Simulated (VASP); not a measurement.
A VASP calculation is set up with these files.

INCAR:
```
# general
SYSTEM   =  Rh
PREC     =  Accurate
ENCUT    =  520   # plane-wave cut-off (eV)
LREAL    =  .FALSE.
LASPH    =  .TRUE.   # aspherical one-centre terms

# electronic loop
EDIFF    =  1E-6
NELM     =  100   # most electronic steps
ALGO     =  Normal   # blocked Davidson
LMAXMIX  =  4

# smearing
ISMEAR   =  1
SIGMA    =  0.1   # width (eV)

# functional
GGA      =  RP

# ions
IBRION   =  2
NSW      =  60   # most ionic steps
ISIF     =  3
EDIFFG   =  -0.01   # ionic stop

# output
LWAVE    =  .FALSE.
LCHARG   =  .FALSE.
```

### POSCAR
```
Rh
1
    0.0000000000     1.9000000000     1.9000000000
    1.9000000000     0.0000000000     1.9000000000
    1.9000000000     1.9000000000     0.0000000000
Rh
1
Direct
  0.0000000000   0.0000000000   0.0000000000
```

**KPOINTS**
```
kpoints
0
G
 15 15 15
0 0 0
```

POTCAR, in this order: Rh_pv (PBE.64 set). Program: vasp_std.

### Question
Translate this RPBE calculation to Quantum ESPRESSO's pw.x.

### Answer
One equivalent input (not run):
```
&CONTROL
  calculation = 'vc-relax'
  pseudo_dir = './pseudo'
  outdir = './out'
  tprnfor = .true.
  tstress = .true.
  nstep = 60
  forc_conv_thr = 0.00039
/
&SYSTEM
  ibrav = 0
  nat = 1
  ntyp = 1
  ecutwfc = 88
  occupations = 'smearing'
  smearing = 'methfessel-paxton'
  degauss = 0.00735
  input_dft = 'rpbe'
/
&ELECTRONS
  conv_thr = 7.3e-08
  electron_maxstep = 100
/
&IONS
/
&CELL
/
ATOMIC_SPECIES
  Rh 102.906 Rh.upf
CELL_PARAMETERS angstrom
     0.0000000    1.9000000    1.9000000
     1.9000000    0.0000000    1.9000000
     1.9000000    1.9000000    0.0000000
ATOMIC_POSITIONS crystal
  Rh   0.0000000  0.0000000  0.0000000
K_POINTS automatic
  15 15 15 0 0 0
```
The two are equivalent in intent, not identical: the potentials are each code's own (VASP's PAW set, PseudoDojo norm-conserving files in pw.x), so ENCUT and ecutwfc are chosen apart and not converted; conv_thr bounds pw.x's estimated SCF error, while EDIFF bounds the energy change between steps; forc_conv_thr acts on force components and is met together with etot_conv_thr.

The compound is Rh in the fcc structure. This run relaxes it. Symmetry was kept, so distortions that lower it aren't found.
